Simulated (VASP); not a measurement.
Output of a VASP run:

OUTCAR:
```
 ion  position               nearest neighbor table
   1  0.000  0.000  0.000-   3 3.16   4 3.16   3 3.16   4 3.16   4 3.16   3 3.16
   2  0.000  0.000  0.500-   3 3.16   4 3.16   3 3.16   4 3.16   4 3.16   3 3.16
   3  0.333  0.667  0.250-   1 3.16   2 3.16   1 3.16   2 3.16   1 3.16   2 3.16
   4  0.667  0.333  0.750-   1 3.16   2 3.16   1 3.16   2 3.16   1 3.16   2 3.16
  LATTYP: Found a hexagonal cell.
 ALAT       =     3.1887040000
 C/A-ratio  =     3.2175062345
 Subroutine PRICEL returns:
 Original cell was already a primitive cell.
 Subroutine GETGRP returns: Found 24 space group operations
The static configuration has the point symmetry D_3d.
 The point group associated with its full space group is D_6h.
The dynamic configuration has the point symmetry D_3d.
 Subroutine INISYM returns: Found 24 space group operations
 Subroutine IBZKPT returns following result:
 Found     20 irreducible k-points:

 Following reciprocal coordinates:
            Coordinates               Weight
  0.000000  0.000000  0.000000      1.000000
  0.125000 -0.000000  0.000000      6.000000
  0.250000 -0.000000  0.000000      6.000000
  0.375000 -0.000000  0.000000      6.000000
  0.500000 -0.000000  0.000000      3.000000
  0.125000  0.125000  0.000000      6.000000
  0.250000  0.125000  0.000000     12.000000
  0.375000  0.125000  0.000000     12.000000
  0.250000  0.250000  0.000000      6.000000
  0.375000  0.250000  0.000000      6.000000
  0.000000  0.000000  0.333333      2.000000
  0.125000 -0.000000  0.333333     12.000000
  0.250000 -0.000000  0.333333     12.000000
  0.375000 -0.000000  0.333333     12.000000
  0.500000 -0.000000  0.333333      6.000000
  0.125000  0.125000  0.333333     12.000000
  0.250000  0.125000  0.333333     24.000000
  0.375000  0.125000  0.333333     24.000000
  0.250000  0.250000  0.333333     12.000000
  0.375000  0.250000  0.333333     12.000000
   k-points           NKPTS =     20   k-points in BZ     NKDIM =     20   number of bands    NBANDS=     28
   number of dos      NEDOS =    301   number of ions     NIONS =      4
   total plane-waves  NPLWV =  19440
   dimension x,y,z NGX =    18 NGY =   18 NGZ =   60
   dimension x,y,z NGXF=    36 NGYF=   36 NGZF=  120
   ions per type =               4
   PREC   = accura    normal or accurate (medium, high low for compatibility)
   ISTART =      0    job   : 0-new  1-cont  2-samecut
   ICHARG =      2    charge: 1-file 2-atom 10-const
   ISPIN  =      1    spin polarized calculation?
   LNONCOLLINEAR =      F non collinear calculations
   LSORBIT =      F    spin-orbit coupling
   INIWAV =      1    electr: 0-lowe 1-rand  2-diag
   ENCUT  =  300.0 eV  22.05 Ry    4.70 a.u.   4.50  4.50 14.49*2*pi/ulx,y,z
   NELM   =    100;   NELMIN=  2; NELMDL= -5     # of ELM steps
   EDIFF  = 0.1E-05   stopping-criterion for ELM
   LREAL  =      F    real-space projection
   NLSPLINE    = F    spline interpolate recip. space projectors
   LMAXMIX     =    4 max onsite mixed and CHGCAR
   VOSKOWN=      0    Vosko Wilk Nusair interpolation
   EDIFFG = 0.1E-04   stopping-criterion for IOM
   NSW    =      0    number of steps for IOM
   NBLOCK =      1;   KBLOCK =      1    inner block; outer block
   IBRION =     -1    ionic relax: 0-MD 1-quasi-New 2-CG
   NFREE  =      0    steps in history (QN), initial steepest desc. (CG)
   ISIF   =      2    stress and relaxation
   ISYM   =      2    0-nonsym 1-usesym 2-fastsym
   TEIN   =    0.0    initial temperature
   TEBEG  =    0.0;   TEEND  =   0.0 temperature during run
   SMASS  =  -3.00    Nose mass-parameter (am)
   PSTRESS=    0.0 pullay stress
   NELECT =      48.0000    total number of electrons
   EFERMI =   0.00;   METHOD = LEGACY
   ISMEAR =     0;   SIGMA  =   0.10  broadening in eV -4-tet -1-fermi 0-gaus
   IALGO  =     38    algorithm
   LDIAG  =      T    sub-space diagonalisation (order eigenvalues)
   IMIX   =      4    mixing-type and parameters
     AMIX     =   0.40;   BMIX     =  1.00
     AMIX_MAG =   1.60;   BMIX_MAG =  1.00
     AMIN     =   0.10
...
```

File OSZICAR:
```
       N       E                     dE             d eps       ncg     rms          rms(c)
DAV:   1     0.272984211672E+03    0.27298E+03   -0.19405E+04  1136   0.112E+03
DAV:   2     0.172307523176E+01   -0.27126E+03   -0.26375E+03  1148   0.354E+02
DAV:   3    -0.608926031285E+01   -0.78123E+01   -0.77641E+01  1244   0.683E+01
DAV:   4    -0.612117374948E+01   -0.31913E-01   -0.31897E-01  1184   0.335E+00
DAV:   5    -0.612129569982E+01   -0.12195E-03   -0.12195E-03  1220   0.190E-01    0.618E+00
DAV:   6    -0.589527812248E+01    0.22602E+00   -0.59255E-01  1172   0.724E+00    0.506E+00
DAV:   7    -0.586255396025E+01    0.32724E-01   -0.69241E-02  1176   0.182E+00    0.202E+00
DAV:   8    -0.585868750370E+01    0.38665E-02   -0.77194E-03  1164   0.104E+00    0.133E-01
DAV:   9    -0.585870327949E+01   -0.15776E-04   -0.20848E-05  1252   0.419E-02    0.419E-02
DAV:  10    -0.585870847154E+01   -0.51921E-05   -0.12238E-05  1164   0.373E-02    0.516E-03
DAV:  11    -0.585870846110E+01    0.10441E-07   -0.25071E-07   636   0.453E-03
   1 F= -.58587085E+01 E0= -.58539295E+01  d E =-.955800E-02
```

**OUTCAR**
```
------------------------ aborting loop because EDIFF is reached ----------------------------------------
  FORCE on cell =-STRESS in cart. coord.  units (eV):
  Direction    XX          YY          ZZ          XY          YZ          ZX
  --------------------------------------------------------------------------------------
  Total       -3.4792374     -3.4792357     -3.6334769     -0.0000013     -0.0000000     -0.0000000
  in kB      -61.7024068    -61.7023769    -64.4377618     -0.0000223     -0.0000000     -0.0000000
  external PRESSURE =     -62.6141818 kB  Pullay stress =       0.0000000 kB
  volume of cell :       90.34
      direct lattice vectors                 reciprocal lattice vectors
     3.188704000  0.000000000  0.000000000     0.313607033  0.181061035  0.000000000
    -1.594351000  2.761498000  0.000000000     0.000000000  0.362122297  0.000000000
     0.000000000  0.000000000 10.259675000     0.000000000  0.000000000  0.097468974
 POSITION                                       TOTAL-FORCE (eV/Angst)
 -----------------------------------------------------------------------------------
      0.00000      0.00000      0.00000        -0.000000     -0.000000      0.000000
      0.00000      0.00000      5.12984        -0.000000     -0.000000      0.000000
     -0.00000      1.84100      2.56492         0.000000     -0.000000     -0.000000
      1.59435      0.92050      7.69476        -0.000000      0.000000      0.000000
 -----------------------------------------------------------------------------------
    total drift:                                0.000000     -0.000000      0.000000
  FREE ENERGIE OF THE ION-ELECTRON SYSTEM (eV)
  ---------------------------------------------------
  free  energy   TOTEN  =        -5.8587084611 eV

  energy  without entropy=       -5.8491504563  energy(sigma->0) =       -5.85392946
```
(Selected blocks of OUTCAR.)

### POSCAR
```
Cd
1
    3.1887040000     0.0000000000     0.0000000000
   -1.5943510000     2.7614980000     0.0000000000
    0.0000000000     0.0000000000    10.2596750000
Cd
4
Direct
  0.0000000000   0.0000000000   0.0000000000
  0.0000000000   0.0000000000   0.5000000000
  0.3333330000   0.6666670000   0.2500000000
  0.6666670000   0.3333330000   0.7500000000
```

Write an INCAR and KPOINTS that could have produced this output.

One answer among several that fit: the input of the run itself, LDA (Ceperley-Alder, Perdew-Zunger), plane waves, VASP's LDA PAW potentials (set 64).

**INCAR**
```
! general
SYSTEM  = Cd
PREC    = Accurate
ENCUT   = 300
LREAL   = .False.
LASPH   = .True.

! electronic loop
EDIFF   = 1E-6
NELM    = 100
ALGO    = Normal
LMAXMIX = 4

! smearing
ISMEAR  = 0
SIGMA   = 0.1

! ions
ISIF    = 2

! output
LWAVE   = .False.
LCHARG  = .False.
```

KPOINTS:
```
Automatic mesh
0
Gamma
8 8 3
0 0 0
```

POTCAR, in this order: Cd (LDA.64 set). Program: vasp_std.

At this cut-off the stress carries a Pulay error, which pulls relaxed volumes low.

The structure was generated: Cd was put into an ordered model structure, which need not be its known phase. The cell was not relaxed at this level. The run is one of a series of settings (GGA removed, POTCAR Cd (LDA.64 set) against the base run), some of them coarse on purpose.
